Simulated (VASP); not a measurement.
ZnO (zincite):

```
CELL_PARAMETERS angstrom
3.27949 0.00000 0.00000
-1.63974 2.84012 0.00000
0.00000 0.00000 5.29327
ATOMIC_POSITIONS crystal
Zn 0.33333 0.66667 0.49997
Zn 0.66667 0.33333 0.99997
O 0.66667 0.33333 0.37904
O 0.33333 0.66667 0.87904
```

```yaml
Program: VASP 6.6.1
Task: relaxation of cell and atoms
Functional: LDA
Potentials_or_basis: VASP PAW LDA potentials, release 64 (Zn, O)
Cutoff: 600 eV
k_mesh: 9 × 9 × 6
Occupations: gaussian, width 0.02 eV
Spin: no spin polarisation
```

At the start: pressure -10.6 GPa; volume 12.33 Å³/atom.

Problem. How do energy, volume and symmetry change on relaxing?

Solution. Over 7 steps the energy falls by 32.7 meV/atom and the volume is 11.40 Å³/atom (-7.5 %); space group P6_3mc (No. 186, to 0.05 Å).

Step by step:
| step | energy change (eV) | largest force (eV/Å) | pressure (GPa) | volume (Å³) |
| --- | --- | --- | --- | --- |
| 1 | 0.0000 | 0.0040 | -10.60 | 49.30 |
| 2 | -0.0873 | 0.0168 | 7.53 | 43.71 |
| 3 | -0.1307 | 0.0107 | -0.07 | 45.62 |
| 4 | -0.1306 | 0.0110 | 0.15 | 45.55 |
| 5 | -0.1307 | 0.0033 | 0.00 | 45.62 |
| 6 | -0.1307 | 0.0030 | -0.04 | 45.62 |
| 7 | -0.1307 | 0.0043 | -0.01 | 45.62 |

Final structure:
```
Zn O
1.0
     3.19534    0.00000    0.00000
    -1.59767    2.76725    0.00000
     0.00000    0.00000    5.15929
Zn O
2 2
Direct
  0.33333 0.66667 0.50009
  0.66667 0.33333 0.00009
  0.66667 0.33333 0.37892
  0.33333 0.66667 0.87892
```
